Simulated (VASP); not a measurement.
RuSe:

```
Ru Se
1.0
     3.18769    0.00000    0.00000
     0.00000    3.18769    0.00000
     0.00000    0.00000    6.37538
Ru Se
2 2
Direct
  0.00000 0.00000 0.00000
  0.00000 0.00000 0.50000
  0.50000 0.50000 0.25000
  0.50000 0.50000 0.75000
```

The cell comes from a database or a generator and needn't be the stable form of this composition.

Base run:

| Quantity | Value |
| --- | --- |
| Program | VASP 6.6.1 |
| Functional | PBEsol |
| Potentials or basis | VASP PAW PBE potentials, release 64 (Ru_pv, Se) |
| Cutoff | 520 eV |
| k mesh | 6 × 6 × 3 |
| Occupations | gaussian, width 0.05 eV |
| Spin | collinear spin, antiferromagnetic start |
| Starting moments | [1.0, -1.0, 0.0, 0.0] μB |
| Hubbard terms | Ru d U = 3 eV |

Its results: band gap on the k mesh none (metal or under the smearing width); pressure -8.0 GPa; net moment 0.00 μB per cell; site moments Ru +1.87, -1.87; Se +0.00 μB.

Q: The run is repeated on the same cell with these changes: hubbard terms from Ru d U = 3 eV to Ru d U = 7 eV; further incar settings from ALGO = Fast; EDIFF = 1e-06 to ALGO = Fast; EDIFF = 1e-06; NBANDS = 32. What comes out?

A: Band gap on the k mesh none (metal or under the smearing width); pressure 13.8 GPa; net moment 0.00 μB per cell; site moments Ru +2.88, -2.88; Se +0.00 μB.

Caveats: the PAW data sets were made with another functional, which shifts forces and pressure a little.

Not every run made on this cell is shown here.
